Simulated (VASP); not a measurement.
Here is the system:

```
CELL_PARAMETERS angstrom
      0.00000     3.07820     3.07820
      3.07820     0.00000     3.07820
      3.07820     3.07820     0.00000
ATOMIC_POSITIONS crystal
  Li 0.25000 0.25000 0.25000
  Li 0.75000 0.75000 0.75000
  Li 0.50000 0.50000 0.50000
  Ge 0.00000 0.00000 0.00000
```

Calculation: PBEsol GGA, VASP's PBE PAW potentials (set 64) (plane waves; VASP). Run with 520 eV cut-off, Gaussian smearing of 0.050 eV, potentials Li_sv Ge_d.

Task: Give the energies of bands 10 to 14 at the high-symmetry points, in eV from the Fermi level.

Result: 
```json
[
 {"band": "10", "Γ": "1.27", "X": "-2.59", "U": "-2.31", "L": "-3.15", "W": "-2.08"},
 {"band": "11", "Γ": "1.27", "X": "-1.37", "U": "-2.23", "L": "0.50", "W": "-2.08"},
 {"band": "12", "Γ": "1.27", "X": "-1.37", "U": "-0.93", "L": "0.50", "W": "-1.77"},
 {"band": "13", "Γ": "3.74", "X": "1.64", "U": "2.52", "L": "3.04", "W": "3.87"},
 {"band": "14", "Γ": "3.91", "X": "4.32", "U": "5.74", "L": "3.04", "W": "4.82"}
]
```

It has no gap at this level: it comes out as a metal or semimetal.

The structure comes from a computed database's Li3Ge entry (Fm-3m); how it stands against other phases isn't given here. It was relaxed first. The electron count is odd and the run is not spin-polarised, which forces a metal.
